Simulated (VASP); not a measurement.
Wanted: the native input for a VASP 6.6.1 run.

```
Task                   : relaxation of cell and atoms
Functional             : PBE
Potentials or basis    : VASP PAW PBE potentials, release 64 (Si, Bi_d, Te, Se)
Cutoff                 : 520 eV
k mesh                 : 4 × 4 × 1
Occupations            : gaussian, width 0.15 eV
Spin                   : no spin polarisation
Further INCAR settings : PREC = Normal; ALGO = Fast; EDIFF = 0.0001; IBRION = 2; EDIFFG = -0.08; NSW = 24; ISIF = 3
```

The structure of Si3Bi2TeSe2 lies in POSCAR:

```
Si3Bi2TeSe2
1.0
    4.1000000000      0.0000000000      0.0000000000
   -2.0500000000      3.5507041600      0.0000000000
    0.0000000000      0.0000000000     13.0000000000
Si Bi Te Se
3 2 1 2
Direct
    0.6666666700      0.3333333300      0.6000000000
    0.0000000000      0.0000000000      0.5000000000
    0.3333333300      0.6666666700      0.4000000000
    0.3333333300      0.6666666700      0.1550000000
    0.6666666700      0.3333333300      0.8450000000
    0.0000000000      0.0000000000      0.0000000000
    0.6666666700      0.3333333300      0.2800000000
    0.3333333300      0.6666666700      0.7200000000
```

The cell was built by a generator and needn't be a form met in nature.

The input as run:

INCAR

```
SYSTEM = Si3Bi2TeSe2
ALGO     = Fast           ! electronic algorithm
EDIFF    = 1E-4           ! SCF threshold, eV
EDIFFG   = -0.08          ! ionic threshold
ENCUT    = 520            ! plane-wave cutoff, eV
GGA      = PE             ! functional
IBRION   = 2              ! ionic algorithm
ISIF     = 3              ! what is computed and relaxed
ISMEAR   = 0              ! smearing method
LASPH    = .TRUE.         ! aspherical terms in the spheres
LCHARG   = .FALSE.        ! write CHGCAR
LREAL    = .FALSE.        ! projectors in reciprocal space
LWAVE    = .FALSE.        ! write WAVECAR
NELM     = 60             ! most SCF steps
NSW      = 24             ! ionic steps
PREC     = Normal         ! precision mode
SIGMA    = 0.15           ! smearing width, eV
```

KPOINTS

```
k-points
0
G
  4 4 1
  0 0 0
```

Potentials or basis: VASP PAW PBE potentials, release 64 (Si, Bi_d, Te, Se).

Launch:

```console
$ cat potpaw_PBE.64/Si/POTCAR potpaw_PBE.64/Bi_d/POTCAR potpaw_PBE.64/Te/POTCAR potpaw_PBE.64/Se/POTCAR > POTCAR
$ mpirun -np 1 vasp_std > vasp.out
```

Results of the run:

```yaml
Relaxed_volume: 26.66 Å³/atom
Relaxed_cell: a = 4.082 Å, b = 4.082 Å, c = 14.781 Å, α = 90.00°, β = 90.00°, γ = 120.00°
Space_group_after_relaxing_to_0.05_Å: P-3m1 (No. 164)
Energy_gained_by_relaxing: 221.2 meV/atom
Ionic_steps: 20
Pressure_after_relaxing: 0.1 GPa
Largest_force_after_relaxing: 0.057 eV/Å
Band_gap_on_the_k_mesh: none (metal or under the smearing width)
```

Caveat: the k mesh is coarse (spacing up to 0.48 Å⁻¹), so the values aren't converged; spin-orbit coupling is left out, which moves the levels of the heavy elements; the relaxation stopped at a loose force limit of 0.08 eV/Å, so its end isn't a converged minimum.

Wall time 4.1 min on 1 thread of Intel(R) Xeon(R) Platinum 8488C (Sapphire Rapids), on a shared host, peak memory 0.23 GiB.
